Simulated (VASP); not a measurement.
Level of theory: PBE GGA, VASP's PBE PAW potentials (set 64) (plane waves; VASP).

The input files of a VASP run:

File KPOINTS:
```
Automatic mesh
0
Gamma
18 18 18
0 0 0
```

### INCAR
```
! general
SYSTEM   =  Fe
PREC     =  Accurate
ENCUT    =  500
LREAL    =  .FALSE.
LASPH    =  .TRUE.

! electronic loop
EDIFF    =  1E-6
NELM     =  100
ALGO     =  Normal
LMAXMIX  =  4

! smearing
ISMEAR   =  1
SIGMA    =  0.1

! functional
GGA      =  PE

! spin
ISPIN    =  2
MAGMOM   =  2.2

! ions
IBRION   =  2
NSW      =  40
ISIF     =  3
EDIFFG   =  -0.02
PSTRESS  =  200

! output
LWAVE    =  .FALSE.
LCHARG   =  .FALSE.
LORBIT   =  10
```

POSCAR:
```
Fe
1
   -1.3765375271     1.3765375271     1.3765375271
    1.3765375271    -1.3765375271     1.3765375271
    1.3765375271     1.3765375271    -1.3765375271
Fe
1
Direct
  0.0000000000   0.0000000000   0.0000000000
```

POTCAR, in this order: Fe (PBE.64 set). Program: vasp_std.

The resulting files:

**OSZICAR**
```
       N       E                     dE             d eps       ncg     rms          rms(c)
DAV:   1     0.144759056248E+02    0.14476E+02   -0.40634E+03  7364   0.107E+03
DAV:   2    -0.890392772488E+01   -0.23380E+02   -0.22006E+02  7130   0.127E+02
DAV:   3    -0.919649992413E+01   -0.29257E+00   -0.29182E+00  7810   0.193E+01
DAV:   4    -0.919784878980E+01   -0.13489E-02   -0.13487E-02  7612   0.121E+00
DAV:   5    -0.919786031405E+01   -0.11524E-04   -0.11525E-04  7506   0.101E-01    0.125E+01
DAV:   6    -0.825048348549E+01    0.94738E+00   -0.11075E+01  7424   0.548E+01    0.452E+00
DAV:   7    -0.820785878680E+01    0.42625E-01   -0.45542E-01  7435   0.110E+01    0.305E+00
DAV:   8    -0.819965611207E+01    0.82027E-02   -0.62187E-03  8693   0.667E-01    0.154E+00
DAV:   9    -0.819201128266E+01    0.76448E-02   -0.73174E-03  8845   0.712E-01    0.334E-01
DAV:  10    -0.819225182090E+01   -0.24054E-03   -0.72419E-04  7466   0.348E-01    0.117E-01
DAV:  11    -0.819223844027E+01    0.13381E-04   -0.17924E-04  7442   0.191E-01    0.251E-02
DAV:  12    -0.819223864654E+01   -0.20627E-06   -0.48116E-06  7193   0.347E-02
   1 F= -.68898411E+01 E0= -.68898100E+01  d E =-.688984E+01  mag=     2.0647
```

OUTCAR:
```
------------------------ aborting loop because EDIFF is reached ----------------------------------------
  FORCE on cell =-STRESS in cart. coord.  units (eV):
  Direction    XX          YY          ZZ          XY          YZ          ZX
  --------------------------------------------------------------------------------------
  Total        1.2884028      1.2884028      1.2884028      0.0000000     -0.0000000     -0.0000000
  in kB      197.8509241    197.8509241    197.8509241      0.0000000     -0.0000000     -0.0000000
  external PRESSURE =      -2.1490759 kB  Pullay stress =     200.0000000 kB
  volume of cell :       10.43
      direct lattice vectors                 reciprocal lattice vectors
    -1.376537527  1.376537527  1.376537527     0.000000000  0.363230199  0.363230199
     1.376537527 -1.376537527  1.376537527     0.363230199  0.000000000  0.363230199
     1.376537527  1.376537527 -1.376537527     0.363230199  0.363230199  0.000000000
 POSITION                                       TOTAL-FORCE (eV/Angst)
 -----------------------------------------------------------------------------------
      0.00000      0.00000      0.00000        -0.000000     -0.000000      0.000000
 -----------------------------------------------------------------------------------
    total drift:                                0.000000     -0.000000      0.000000
  FREE ENERGIE OF THE ION-ELECTRON SYSTEM (eV)
  ---------------------------------------------------
  free  energy   TOTEN  =        -8.1922386465 eV

  energy  without entropy=       -8.1921453903  energy(sigma->0) =       -8.19220756
  enthalpy is  TOTEN    =        -6.8898410940 eV   P V=        1.3023975525

 total charge

# of ion       s       p       d       tot
------------------------------------------
    1        0.527   0.623   6.310   7.460

 magnetization (x)

# of ion       s       p       d       tot
------------------------------------------
    1       -0.011  -0.051   2.106   2.044

 reached required accuracy - stopping structural energy minimisation
```
(Selected blocks of OUTCAR.)

The compound is Fe in the bcc structure. It was relaxed first under an external pressure of 20 GPa.
